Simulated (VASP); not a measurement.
Level of theory: revPBE GGA, VASP's PBE PAW potentials (set 64) (plane waves; VASP).

VASP input:

KPOINTS:
```
Automatic mesh
0
Gamma
9 9 9
0 0 0
```

POSCAR:
```
InP
1
    0.0000000000     2.9993964536     2.9993964536
    2.9993964536     0.0000000000     2.9993964536
    2.9993964536     2.9993964536     0.0000000000
In P
1 1
Direct
  0.0000000000   0.0000000000   0.0000000000
  0.2500000000   0.2500000000   0.2500000000
```

INCAR:
```
ALGO=Normal
EDIFF=1E-7
ENCUT=520
GGA=RE
ISIF=2
ISMEAR=-5
LASPH=T
LCHARG=T
LMAXMIX=4
LORBIT=11
LREAL=F
LWAVE=F
NEDOS=601
NELM=100
PREC=Accurate
SYSTEM=InP
```

POTCAR, in this order: In_d P (PBE.64 set). Program: vasp_std.

Unless said otherwise, spin-orbit coupling is left out, though it shifts the bands of the heavy elements here.

Q: Predict the energy per atom (σ→0), band gap (on the k-mesh).

A: 
- energy per atom (σ→0): -3.921 eV/atom
- band gap (on the k-mesh): 0.43 eV

### OSZICAR
```
...
DAV:  10    -0.784192334889E+01   -0.12540E-03   -0.23127E-04  1219   0.142E-01    0.129E-01
DAV:  11    -0.784207841936E+01   -0.15507E-03   -0.14429E-04  1010   0.764E-02    0.348E-02
DAV:  12    -0.784212000444E+01   -0.41585E-04   -0.95716E-05  1050   0.120E-01    0.234E-02
DAV:  13    -0.784212146714E+01   -0.14627E-05   -0.43059E-06  1080   0.187E-02    0.174E-02
DAV:  14    -0.784212251147E+01   -0.10443E-05   -0.21802E-06  1035   0.119E-02    0.522E-03
DAV:  15    -0.784212262138E+01   -0.10990E-06   -0.81729E-08   845   0.258E-03    0.275E-03
DAV:  16    -0.784212263688E+01   -0.15498E-07   -0.15850E-08   580   0.157E-03
   1 F= -.78421226E+01 E0= -.78421226E+01  d E =0.000000E+00
```

The compound is InP in the zinc blende structure. It was relaxed first, which changed the volume by +7 %.
